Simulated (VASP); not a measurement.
Method: PBEsol GGA, VASP's PBE PAW potentials (set 64) (plane waves; VASP).

VASP input:

INCAR:
```
# general
SYSTEM  = YGe2
PREC    = Accurate
ENCUT   = 400
LREAL   = .False.
LASPH   = .True.

# electronic loop
EDIFF   = 1E-7
NELM    = 100
ALGO    = Normal
LMAXMIX = 4

# smearing
ISMEAR  = -5

# functional
GGA     = PS

# ions
ISIF    = 2

# output
LWAVE   = .False.
LCHARG  = .True.
LORBIT  = 11
NEDOS   = 601

# other
LEFG    = .True.
```

POSCAR:
```
YGe2
1
   -1.7526341859     1.7526341859     4.9426781849
    1.7526341859    -1.7526341859     4.9426781849
    1.7526341859     1.7526341859    -4.9426781849
Y Ge
1 2
Direct
  1.0000000000   1.0000000000   0.0000000000
  0.3044404844   0.3044404844   1.0000000000
  0.6955595156   0.6955595156   1.0000000000
```

File KPOINTS:
```
kpoints
0
G
  14 14 14
```

POTCAR, in this order: Y_sv Ge_d (PBE.64 set). Program: vasp_std.

Question: Predict the energy per atom (σ→0), band gap (on the k-mesh).

Answer: 
```
Quantity                                                    Result
------------------------  ----------------------------------------
energy per atom (σ→0)                               -6.030 eV/atom
band gap (on the k-mesh)  none (metal, semimetal or under 0.01 eV)
```

OSZICAR:
```
...
DAV:   9    -0.180906562320E+02    0.13226E-02   -0.85963E-03 14853   0.128E+00    0.137E-01
DAV:  10    -0.180906405839E+02    0.15648E-04   -0.75467E-04 17023   0.291E-01    0.889E-02
DAV:  11    -0.180906309574E+02    0.96265E-05   -0.13336E-04 15390   0.946E-02    0.309E-02
DAV:  12    -0.180906302848E+02    0.67265E-06   -0.17573E-05 14273   0.369E-02    0.455E-03
DAV:  13    -0.180906301750E+02    0.10975E-06   -0.11471E-06 12575   0.756E-03    0.387E-03
DAV:  14    -0.180906300520E+02    0.12304E-06   -0.12175E-07 10021   0.308E-03    0.887E-04
DAV:  15    -0.180906300983E+02   -0.46351E-07   -0.32979E-08  8622   0.150E-03
   1 F= -.18090630E+02 E0= -.18090630E+02  d E =0.000000E+00
```

The structure was generated: YGe2 was put into the MoSi2 type (I4/mmm), which need not be its known phase. It was relaxed first. The electron count is odd and the run is not spin-polarised, which forces a metal.
